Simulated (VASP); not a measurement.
An input for Quantum ESPRESSO's pw.x (written as the equivalent of a VASP run, and not itself run):

```
&CONTROL
  calculation = 'scf'
  pseudo_dir = './pseudo'
  outdir = './out'
  tprnfor = .true.
  tstress = .true.
/
&SYSTEM
  ibrav = 0
  nat = 2
  ntyp = 2
  ecutwfc = 84
  occupations = 'smearing'
  smearing = 'methfessel-paxton'
  degauss = 0.003675
  input_dft = 'pbe'
/
&ELECTRONS
  conv_thr = 7.3e-08
  electron_maxstep = 100
/
ATOMIC_SPECIES
  Nb 92.906 Nb.upf
  N 14.007 N.upf
CELL_PARAMETERS angstrom
     0.0000000    2.1950000    2.1950000
     2.1950000    0.0000000    2.1950000
     2.1950000    2.1950000    0.0000000
ATOMIC_POSITIONS crystal
  Nb   0.0000000  0.0000000  0.0000000
  N    0.5000000  0.5000000  0.5000000
K_POINTS automatic
  13 13 13 0 0 0
```

**Question.** Translate this input to VASP (INCAR, KPOINTS, POSCAR, choice of POTCAR).

**Answer.** One answer among several that fit: 
**POSCAR**
```
NbN
1.0
  0.0000000000   2.1950000000   2.1950000000
  2.1950000000   0.0000000000   2.1950000000
  2.1950000000   2.1950000000   0.0000000000
Nb N
1 1
direct
  0.0000000000   0.0000000000   0.0000000000
  0.5000000000   0.5000000000   0.5000000000
```

**KPOINTS**
```
Regular mesh
0
gamma
 13 13 13
0 0 0
```

### INCAR
```
SYSTEM = NbN
PREC = Accurate
ENCUT = 520
EDIFF = 1E-6
NELM = 100
ALGO = Normal
LREAL = .FALSE.
LASPH = .TRUE.
ISMEAR = 1
SIGMA = 0.05
GGA = PE
LMAXMIX = 4
LWAVE = .FALSE.
LCHARG = .FALSE.
ISIF = 2
```

POTCAR, in this order: Nb_sv N (PBE.64 set). Program: vasp_std.

What does not carry over: the potentials are each code's own (VASP's PAW set, PseudoDojo norm-conserving files in pw.x), so ENCUT and ecutwfc are chosen apart and not converted; conv_thr bounds pw.x's estimated SCF error, while EDIFF bounds the energy change between steps.

The compound is NbN in the rock salt structure, the cubic δ form, which competes with hexagonal ones. The cell was not relaxed at this level. The run is one of a series of settings (SIGMA = 0.05 against the base run), some of them coarse on purpose.
